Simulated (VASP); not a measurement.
# Si2WC3 (Cmc2_1) in VASP: single point with r2SCAN

Aim: the single point of Si2WC3 with r2SCAN.

Program: VASP 6.6.1. These are calculated values, not measurements. Logs are shortened: lines on timing, memory, paths and dates and some standing lists are left out, and cuts for length are marked.

## 1. The structure

Symmetry: Cmc2_1, No. 36, orthorhombic system. Conventional cell: a = 9.832 Å, b = 5.662 Å, c = 4.827 Å, α = 90.00°, β = 90.00°, γ = 90.00°. Si (site symmetry 1) has 4 C at 1.86 to 1.91 Å as nearest neighbours. W (site symmetry m) has 4 C at 2.08 to 2.24 Å as nearest neighbours. C (site symmetry 1) is surrounded by 3 Si at 1.86 to 1.88 Å and 1 W at 2.08 Å. C (site symmetry m) is surrounded by 2 Si at 1.91 Å and 1 W at 2.08 Å.

The cell was built by a generator and needn't be a form met in nature.

## 2. Single point, r2SCAN

INCAR

```
SYSTEM = Si2WC3
ALGO = Normal
EDIFF = 1E-6
ENCUT = 520
ISIF = 2
ISMEAR = 0
KPAR = 4
LASPH = .TRUE.
LCHARG = .FALSE.
LMIXTAU = .TRUE.
LREAL = .FALSE.
LWAVE = .FALSE.
METAGGA = R2SCAN
NBANDS = 46
NELM = 150
PREC = Accurate
SIGMA = 0.1
```

KPOINTS

```
k-points
0
G
  6 6 6
  0 0 0
```

POSCAR

```
Si2WC3
1.0
    4.9159800000     -2.8310000000      0.0000000000
    4.9159800000      2.8310000000      0.0000000000
    0.0000000000      0.0000000000      4.8271000000
Si W C
4 2 6
Direct
    0.1745360000      0.4855500000      0.5135010000
    0.8254640000      0.5144500000      0.0135010000
    0.5144500000      0.8254640000      0.5135010000
    0.4855500000      0.1745360000      0.0135010000
    0.1522700000      0.8477300000      0.9438130000
    0.8477300000      0.1522700000      0.4438130000
    0.1575510000      0.4809240000      0.8981750000
    0.5190760000      0.8424490000      0.8981750000
    0.7866430000      0.2133570000      0.9018330000
    0.4809240000      0.1575510000      0.3981750000
    0.8424490000      0.5190760000      0.3981750000
    0.2133570000      0.7866430000      0.4018330000
```

Potentials or basis: VASP PAW PBE potentials, release 64 (Si, W_sv, C).

Started as:

```
> cat potpaw_PBE.64/Si/POTCAR potpaw_PBE.64/W_sv/POTCAR potpaw_PBE.64/C/POTCAR > POTCAR
> mpirun -np 4 vasp_std > vasp.out
```

OUTCAR:

```text
SYSTEM = Si2WC3
   EDIFF = 1E-6
   ENCUT = 520
   ISIF = 2
   ISMEAR = 0
   LASPH = .TRUE.
   LREAL = .FALSE.
   METAGGA = R2SCAN
   NELM = 150
   PREC = Accurate

 ion  position               nearest neighbor table
   1  0.175  0.486  0.514-   7 1.86  11 1.88  10 1.88  12 1.91   5 2.88   4 2.99   4 2.99   2 3.07
                             2 3.07   6 3.26   6 3.29   6 3.32
   2  0.825  0.514  0.014-  11 1.86   7 1.88   8 1.88   9 1.91   6 2.88   3 2.99   3 2.99   1 3.07
                             1 3.07   5 3.26   5 3.29   5 3.32
   3  0.514  0.825  0.514-   8 1.86  10 1.88  11 1.88  12 1.91   5 2.88   2 2.99   2 2.99   4 3.07
                             4 3.07   6 3.26   6 3.29   6 3.32
   4  0.486  0.175  0.014-  10 1.86   8 1.88   7 1.88   9 1.91   6 2.88   1 2.99   1 2.99   3 3.07
                             3 3.07   5 3.26   5 3.29   5 3.32
   5  0.152  0.848  0.944-   7 2.08   8 2.08   9 2.08  12 2.24  12 2.64   3 2.88   1 2.88   6 2.97
                             6 2.97   4 3.26   2 3.26   2 3.29   4 3.29   4 3.32   2 3.32
   6  0.848  0.152  0.444-  10 2.08  11 2.08  12 2.08   9 2.24   9 2.64   4 2.88   2 2.88   5 2.97
                             5 2.97   1 3.26   3 3.26   3 3.29   1 3.29   3 3.32   1 3.32
   7  0.158  0.481  0.898-   1 1.86   2 1.88   4 1.88   5 2.08
   8  0.519  0.842  0.898-   3 1.86   4 1.88   2 1.88   5 2.08
   9  0.787  0.213  0.902-   2 1.91   4 1.91   5 2.08   6 2.24   6 2.64
  10  0.481  0.158  0.398-   4 1.86   3 1.88   1 1.88   6 2.08
  11  0.842  0.519  0.398-   2 1.86   1 1.88   3 1.88   6 2.08
  12  0.213  0.787  0.402-   1 1.91   3 1.91   6 2.08   5 2.24   5 2.64

  LATTYP: Found a base centered orthorhombic cell.
 ALAT       =     5.6620000000
 B/A-ratio  =     1.7364818085
 C/A-ratio  =     0.8525432709

  Lattice vectors:

 A1 = (  -4.9159800000,  -2.8310000000,   0.0000000000)
 A2 = (   4.9159800000,  -2.8310000000,   0.0000000000)
 A3 = (   0.0000000000,   0.0000000000,   4.8271000000)

Analysis of symmetry for initial positions (statically):
=====================================================================
 Subroutine PRICEL returns:
 Original cell was already a primitive cell.

 Routine SETGRP: Setting up the symmetry group for a
 base centered orthorhombic supercell.

 Subroutine GETGRP returns: Found  4 space group operations
 (whereof  2 operations were pure point group operations)
 out of a pool of  8 trial point group operations.

The static configuration has the point symmetry C_1h.
 The point group associated with its full space group is C_2v.

Analysis of symmetry for dynamics (positions and initial velocities):
=====================================================================
 Subroutine PRICEL returns:
[... 147 lines left out ...]
   IALGO  =     38    algorithm
   IMIX   =      4    mixing-type and parameters
     AMIX     =   0.40;   BMIX     =  1.00
     AMIX_MAG =   1.60;   BMIX_MAG =  1.00
  volume/ion in A,a.u.               =      11.20        75.56
  Fermi-wavevector in a.u.,A,eV,Ry     =   1.304635  2.465403 23.158104  1.702073
  Thomas-Fermi vector in A             =   2.435558
   LORBIT       =      0    0 simple, 1 ext, 2 COOP (PROOUT), +10 PAW based schemes
   METAGGA = R2SCAN    functional components
   LHFCALC =     F    Hartree Fock is set to
   AEXX    =    0.0000 exact exchange contribution
   IVDW    =     0    specifies the selected vdW correction
   LEPSILON=     F    determine dielectric tensor
   LRPA    =     F    only Hartree local field effects (RPA)
 non-spin polarized calculation
 Gauss-broadening in eV      SIGMA  =   0.10
  energy-cutoff  :      520.00
  volume of cell :      134.36
 maximum number of plane-waves:      3650
   NGX = 21   NGY = 21   NGZ = 17

 number of electron      67.9999999 magnetization

 Free energy of the ion-electron system (eV)
  ---------------------------------------------------
  ext. energy  EPLUGINS =         0.00000000
  ---------------------------------------------------
  free energy    TOTEN  =      -194.40309154 eV

  energy without entropy =     -194.39167981  energy(sigma->0) =     -194.39738567

 E-fermi :   9.3663     XC(G=0): -12.4494

 val. band max:        9.2811651059   @ k =   0.5000   0.1667   0.0000
 cond. band min:       9.3681268058   @ k =   0.5000   0.5000   0.3333
 fundamental gap:      0.0869616999
 Fermi energy:         9.3662874303

 k-point     1 :       0.0000    0.0000    0.0000
  band No.  band energies     occupation
      1     -67.4035      2.00000
      2     -67.3789      2.00000
      3     -31.1011      2.00000
      4     -31.0901      2.00000
      5     -31.0790      2.00000
      6     -31.0451      2.00000
[... 1165 lines left out ...]
     45      14.8950      0.00000
     46      15.3403      0.00000

 [... further k-points ...]

------------------------ aborting loop because EDIFF is reached ----------------------------------------

  FORCE on cell =-STRESS in cart. coord.  units (eV):
  Direction    XX          YY          ZZ          XY          YZ          ZX
  --------------------------------------------------------------------------------------
  -------------------------------------------------------------------------------------
  Total       -2.9114339     -3.1224610     -1.8597483      0.0000000      0.0000000      0.0000000
  in kB      -34.7177248    -37.2341411    -22.1767803      0.0000000      0.0000000      0.0000000
  external PRESSURE =     -31.3762154 kB  Pullay stress =       0.0000000 kB

 VOLUME and BASIS-vectors are now :
 -----------------------------------------------------------------------------
  energy-cutoff  :      520.00
  volume of cell :      134.36
      direct lattice vectors                 reciprocal lattice vectors
     4.915980000 -2.831000000  0.000000000     0.101709120 -0.176616037  0.000000000
     4.915980000  2.831000000  0.000000000     0.101709120  0.176616037  0.000000000
     0.000000000  0.000000000  4.827100000     0.000000000  0.000000000  0.207163721

 POSITION                                       TOTAL-FORCE (eV/Angst)
 -----------------------------------------------------------------------------------
      3.24497      0.88048      2.47872        -0.027022     -0.014691      0.096167
      6.58699     -0.88048      0.06517         0.027022      0.014691      0.096167
      6.58699      0.88048      2.47872         0.027022     -0.014691      0.096167
      3.24497     -0.88048      0.06517        -0.027022      0.014691      0.096167
      4.91598      1.96885      4.55588         0.000000      0.125154      0.023343
      4.91598     -1.96885      2.14233         0.000000     -0.125154      0.023343
      3.13873      0.91547      4.33558        -0.043935     -0.031905     -0.135028
      6.69323      0.91547      4.33558         0.043935     -0.031905     -0.135028
      4.91598     -1.62297      4.35324         0.000000      0.037608      0.054378
      3.13873     -0.91547      1.92203        -0.043935      0.031905     -0.135028
      6.69323     -0.91547      1.92203         0.043935      0.031905     -0.135028
      4.91598      1.62297      1.93969         0.000000     -0.037608      0.054378
 -----------------------------------------------------------------------------------
    total drift:                                0.000000     -0.000000      0.001414

  FREE ENERGIE OF THE ION-ELECTRON SYSTEM (eV)
  ---------------------------------------------------
  free  energy   TOTEN  =      -194.4030915365 eV

  energy  without entropy=     -194.3916798125  energy(sigma->0) =     -194.39738567
```

stdout:

```text
POSCAR found type information on POSCAR SiW C
 POSCAR found :  3 types and      12 ions
 scaLAPACK will be used
 -----------------------------------------------------------------------------
|                                                                             |
|                                                                             |
|     You enforced a specific xc type in the INCAR file but a different       |
|     I HOPE YOU KNOW WHAT YOU ARE DOING!                                     |
|                                                                             |
 -----------------------------------------------------------------------------

 LDA part: xc-table for (None), standard interpolation
 POSCAR, INCAR and KPOINTS ok, starting setup
 FFT: planning ... GRIDC
 FFT: planning ... GRID_SOFT
 FFT: planning ... GRID
 WAVECAR not read
 entering main loop
```

Run time: 4 min. Hardware: 4 MPI ranks of Intel Xeon Platinum 8488C (Sapphire Rapids), shared host; peak memory 0.43 GiB.

What came out:

| Property | Result |
| --- | --- |
| Free energy | -194.4031 eV |
| Pressure | -3.1 GPa |
| Largest force | 0.146 eV/Å |
| Band gap on the k mesh | none (metal or under the smearing width) |

Forces in eV/Å, atoms in the order of the input:
```
Si  -0.027 -0.015  0.096
Si   0.027  0.015  0.096
Si   0.027 -0.015  0.096
Si  -0.027  0.015  0.096
W    0.000  0.125  0.023
W    0.000 -0.125  0.023
C   -0.044 -0.032 -0.135
C    0.044 -0.032 -0.135
C    0.000  0.038  0.054
C   -0.044  0.032 -0.135
C    0.044  0.032 -0.135
C    0.000 -0.038  0.054
```

Levels at points of the mesh, in eV from the Fermi level:
```csv
k point,band 31,band 32,band 33,band 34,band 35,band 36,band 37,band 38
"(0.00, 0.00, 0.00)",-3.30,-2.39,-1.89,-1.63,0.53,1.07,1.61,1.67
"(0.50, 0.00, 0.00)",-2.10,-2.07,-1.04,-0.24,-0.15,-0.11,0.83,0.92
"(0.50, 0.50, 0.00)",-2.70,-2.20,-1.35,-0.63,-0.47,0.26,1.26,1.65
"(0.00, 0.00, 0.50)",-3.09,-3.09,0.53,0.53,0.56,0.56,2.07,2.07
"(0.50, 0.00, 0.50)",-2.70,-2.70,-0.45,-0.45,0.56,0.56,1.31,1.31
"(0.50, 0.50, 0.50)",-2.94,-2.94,-0.41,-0.41,0.51,0.51,1.69,1.69
```

Caveat: the PAW data sets were made with another functional, which shifts forces and pressure a little.
